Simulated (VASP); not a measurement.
Computed with PBEsol GGA, VASP's PBE PAW potentials (set 64) (plane waves; VASP).

VASP ran on this input.

File POSCAR:
```
CdSe
4.2987650
  0.0000000000   0.7071068267   0.7071068267
  0.7071068267   0.0000000000   0.7071068267
  0.7071068267   0.7071068267   0.0000000000
Cd Se
1 1
Cart
  0.0000000000   0.0000000000   0.0000000000
  0.3535534134   0.3535534134   0.3535534134
```

### KPOINTS
```
Regular mesh
0
Gamma
8 8 8
0 0 0
```

### INCAR
```
# general
SYSTEM   =  CdSe
PREC     =  Accurate
ENCUT    =  480   # plane-wave cut-off (eV)
LREAL    =  .False.   # projection in real space or not
LASPH    =  .True.

# electronic loop
EDIFF    =  1E-7
NELM     =  100
ALGO     =  Normal   # blocked Davidson
LMAXMIX  =  4

# smearing
ISMEAR   =  0
SIGMA    =  0.05   # width (eV)

# functional
GGA      =  PS

# ions
ISIF     =  2

# output
LWAVE    =  .False.
LCHARG   =  .False.
```

POTCAR, in this order: Cd Se (PBE.64 set). Program: vasp_std.

The resulting files:

**OSZICAR**
```
       N       E                     dE             d eps       ncg     rms          rms(c)
DAV:   1     0.104046877836E+03    0.10405E+03   -0.86127E+03   754   0.117E+03
DAV:   2    -0.221576676057E+01   -0.10626E+03   -0.10204E+03   874   0.282E+02
DAV:   3    -0.653614471849E+01   -0.43204E+01   -0.43120E+01   904   0.596E+01
DAV:   4    -0.655595692851E+01   -0.19812E-01   -0.19811E-01   819   0.412E+00
DAV:   5    -0.655608427649E+01   -0.12735E-03   -0.12735E-03   894   0.292E-01    0.627E+00
DAV:   6    -0.620090395181E+01    0.35518E+00   -0.71036E-01  1036   0.120E+01    0.494E+00
DAV:   7    -0.617810986919E+01    0.22794E-01   -0.14727E-01   814   0.305E+00    0.223E+00
DAV:   8    -0.617683748310E+01    0.12724E-02   -0.15201E-02   799   0.186E+00    0.221E-01
DAV:   9    -0.617669842718E+01    0.13906E-03   -0.20916E-03   869   0.715E-01    0.504E-02
DAV:  10    -0.617671069624E+01   -0.12269E-04   -0.21489E-04   789   0.226E-01    0.383E-02
DAV:  11    -0.617673462479E+01   -0.23929E-04   -0.47575E-05   784   0.622E-02    0.156E-02
DAV:  12    -0.617673375478E+01    0.87001E-06   -0.53824E-06   854   0.360E-02    0.502E-03
DAV:  13    -0.617673405835E+01   -0.30356E-06   -0.10690E-06   774   0.809E-03    0.313E-03
DAV:  14    -0.617673403162E+01    0.26728E-07   -0.79802E-08   532   0.267E-03
   1 F= -.61767340E+01 E0= -.61767340E+01  d E =-.505126E-13
```

File OUTCAR:
```
------------------------ aborting loop because EDIFF is reached ----------------------------------------
  FORCE on cell =-STRESS in cart. coord.  units (eV):
  Direction    XX          YY          ZZ          XY          YZ          ZX
  --------------------------------------------------------------------------------------
  Total        0.1312804      0.1312804      0.1312804     -0.0000000     -0.0000000      0.0000000
  in kB        3.7445046      3.7445046      3.7445046     -0.0000000     -0.0000000      0.0000000
  external PRESSURE =       3.7445046 kB  Pullay stress =       0.0000000 kB
  volume of cell :       56.17
      direct lattice vectors                 reciprocal lattice vectors
     0.000000000  3.039686078  3.039686078    -0.164490670  0.164490670  0.164490670
     3.039686078  0.000000000  3.039686078     0.164490670 -0.164490670  0.164490670
     3.039686078  3.039686078  0.000000000     0.164490670  0.164490670 -0.164490670
  FREE ENERGIE OF THE ION-ELECTRON SYSTEM (eV)
  ---------------------------------------------------
  free  energy   TOTEN  =        -6.1767340316 eV

  energy  without entropy=       -6.1767340316  energy(sigma->0) =       -6.17673403
```
(Selected blocks of OUTCAR.)

The compound is CdSe in the zinc blende structure, whereas wurtzite is the usual form. It was relaxed first.
